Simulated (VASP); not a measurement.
Given:

```yaml
crystal:
  lattice:
    - [1.56228, -2.70594, 0.00000]
    - [1.56228, 2.70594, 0.00000]
    - [0.00000, 0.00000, 5.08614]
  atoms:
    - { symbol: Ga, position: [0.66667, 0.33333, 0.50013] }
    - { symbol: Ga, position: [0.33333, 0.66667, 0.00013] }
    - { symbol: N, position: [0.66667, 0.33333, 0.87687] }
    - { symbol: N, position: [0.33333, 0.66667, 0.37687] }
```

These are r2SCAN meta-GGA, VASP's PBE PAW potentials (set 64) (plane waves; VASP) values and carry that method's errors. Numerical set-up: 520 eV cut-off, 10×10×5 Γ-centred mesh, Gaussian smearing of 0.050 eV, potentials Ga_d N.

Question: Give the stress tensor in GPa (positive for a compressed cell).

Answer: 
```
13.79   0.00   0.00
 0.00  13.79   0.00
 0.00   0.00  13.79
```
The pressure is its mean diagonal, 13.79 GPa.

The compound is GaN in the wurtzite structure. This cell is one point of a volume scan, at 0.94 of the reference volume.
